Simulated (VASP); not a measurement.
Output of a VASP run:

### OSZICAR
```
       N       E                     dE             d eps       ncg     rms          rms(c)
DAV:   1     0.124856257341E+03    0.12486E+03   -0.97926E+03   566   0.160E+03
DAV:   2     0.445401113538E+01   -0.12040E+03   -0.11876E+03   578   0.366E+02
DAV:   3    -0.669628724992E+01   -0.11150E+02   -0.11007E+02   728   0.996E+01
DAV:   4    -0.700307563617E+01   -0.30679E+00   -0.30669E+00   592   0.182E+01
DAV:   5    -0.701578435117E+01   -0.12709E-01   -0.12709E-01   842   0.361E+00    0.424E+00
DAV:   6    -0.695388631153E+01    0.61898E-01   -0.16312E-01   686   0.291E+00    0.267E+00
DAV:   7    -0.695691548188E+01   -0.30292E-02   -0.60518E-02   688   0.134E+00    0.869E-01
DAV:   8    -0.695823810653E+01   -0.13226E-02   -0.78415E-03   602   0.832E-01    0.176E-01
DAV:   9    -0.695839828958E+01   -0.16018E-03   -0.61737E-04   710   0.274E-01    0.466E-02
DAV:  10    -0.695845353162E+01   -0.55242E-04   -0.11828E-04   572   0.889E-02    0.214E-02
DAV:  11    -0.695847109498E+01   -0.17563E-04   -0.60539E-05   590   0.631E-02    0.219E-02
DAV:  12    -0.695847089553E+01    0.19946E-06   -0.30567E-06   716   0.115E-02    0.113E-02
DAV:  13    -0.695847010667E+01    0.78886E-06   -0.10323E-06   596   0.774E-03    0.342E-03
DAV:  14    -0.695847021003E+01   -0.10336E-06   -0.40244E-07   584   0.709E-03    0.252E-03
DAV:  15    -0.695847032859E+01   -0.11856E-06   -0.34528E-08   304   0.133E-03    0.115E-03
DAV:  16    -0.695847039001E+01   -0.61413E-07   -0.85406E-09   286   0.641E-04
   1 F= -.69584704E+01 E0= -.69584704E+01  d E =-.129783E-13
```

### OUTCAR
```
------------------------ aborting loop because EDIFF is reached ----------------------------------------
  FORCE on cell =-STRESS in cart. coord.  units (eV):
  Direction    XX          YY          ZZ          XY          YZ          ZX
  --------------------------------------------------------------------------------------
  Total        0.4993871      0.4993871      0.4993871      0.0000000      0.0000000      0.0000000
  in kB       12.2496389     12.2496389     12.2496389      0.0000000      0.0000000      0.0000000
  external PRESSURE =      12.2496389 kB  Pullay stress =       0.0000000 kB
  volume of cell :       65.32
      direct lattice vectors                 reciprocal lattice vectors
     0.000000000  3.196427708  3.196427708    -0.156424623  0.156424623  0.156424623
     3.196427708  0.000000000  3.196427708     0.156424623 -0.156424623  0.156424623
     3.196427708  3.196427708  0.000000000     0.156424623  0.156424623 -0.156424623
 POSITION                                       TOTAL-FORCE (eV/Angst)
 -----------------------------------------------------------------------------------
      0.00000      0.00000      0.00000        -0.000000     -0.000000     -0.000000
      3.19643      3.19643      3.19643         0.000000      0.000000      0.000000
 -----------------------------------------------------------------------------------
    total drift:                               -0.000000      0.000000      0.000000
  FREE ENERGIE OF THE ION-ELECTRON SYSTEM (eV)
  ---------------------------------------------------
  free  energy   TOTEN  =        -6.9584703900 eV

  energy  without entropy=       -6.9584703900  energy(sigma->0) =       -6.95847039
```
(Selected blocks of OUTCAR.)

### POSCAR
```
SnTe
1
    0.0000000000     3.1964277081     3.1964277081
    3.1964277081     0.0000000000     3.1964277081
    3.1964277081     3.1964277081     0.0000000000
Sn Te
1 1
Direct
  0.0000000000   0.0000000000   0.0000000000
  0.5000000000   0.5000000000   0.5000000000
```

**Question.** Write an INCAR and KPOINTS that could have produced this output.

**Answer.** One answer among several that fit: the input of the run itself, revPBE GGA, plane waves, VASP's PBE PAW potentials (set 64).

### INCAR
```
SYSTEM = SnTe
PREC = Accurate; ENCUT = 520; LREAL = F
LASPH = T
EDIFF = 1E-7; NELM = 100; ALGO = Normal
LMAXMIX = 4
ISMEAR = 0; SIGMA = 0.05
GGA = RE
ISIF = 2
LWAVE = F; LCHARG = F
```

### KPOINTS
```
Regular mesh
0
gamma
 7 7 7
```

POTCAR, in this order: Sn_d Te (PBE.64 set). Program: vasp_std.

The compound is SnTe in the rock salt structure, which distorts at low temperature. This cell is one point of a volume scan, at 0.97 of the reference volume.
